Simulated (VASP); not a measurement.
Input:

```xyz
2
Lattice="0.0000 3.0636 3.0636 3.0636 0.0000 3.0636 3.0636 3.0636 0.0000" Properties=species:S:1:pos:R:3 pbc="T T T"
Ga     0.0000     0.0000     0.0000
Sb     1.5318     1.5318     1.4318
```

Computed with r2SCAN meta-GGA, VASP's PBE PAW potentials (set 64) (plane waves; VASP). Numerical set-up: 480 eV cut-off, 8×8×8 Γ-centred mesh, Gaussian smearing of 0.050 eV, potentials Ga_d Sb.

Unless said otherwise, spin-orbit coupling is left out, though it shifts the bands of the heavy elements here.

What does the run give for the energy per atom (σ→0), largest force, band gap (on the k-mesh) with the smallest direct gap where there is one?

| Quantity | Result |
|---|---|
| band gap (on the k-mesh) | 0.12 eV |
| smallest direct gap (on the k-mesh) | 0.12 eV |
| energy per atom (σ→0) | -18.779 eV/atom |
| largest force | 0.824 eV/Å |

Only differences to runs with the same potentials and settings are physical.

The compound is GaSb in the zinc blende structure. This cell was strained or had an atom moved on purpose.
